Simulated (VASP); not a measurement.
Consider the following.

```
Li2Se
1.0
    0.00000     2.68122     2.68122
    2.68122     0.00000     2.68122
    2.68122     2.68122     0.00000
Li Se
2 1
Cartesian
  1.34061   1.34061   1.34061
  4.02183   4.02183   4.02183
  0.00000   0.00000   0.00000
```

These are PBEsol GGA, VASP's PBE PAW potentials (set 64) (plane waves; VASP 6.6.1) values and carry that method's errors. Numerical set-up: 620 eV cut-off, 7×7×7 Γ-centred mesh, Gaussian smearing of 0.050 eV, potentials Li_sv Se.

### Question
Predict the energy per atom (σ→0), pressure.

### Answer

```json
{
  "energy per atom (σ→0)": "-3.622 eV/atom",
  "pressure": "20.08 GPa"
}
```

The absolute energy has meaning only against runs of the same code, potentials and settings.

The compound is Li2Se in the antifluorite structure. It was relaxed first under an external pressure of 20 GPa.
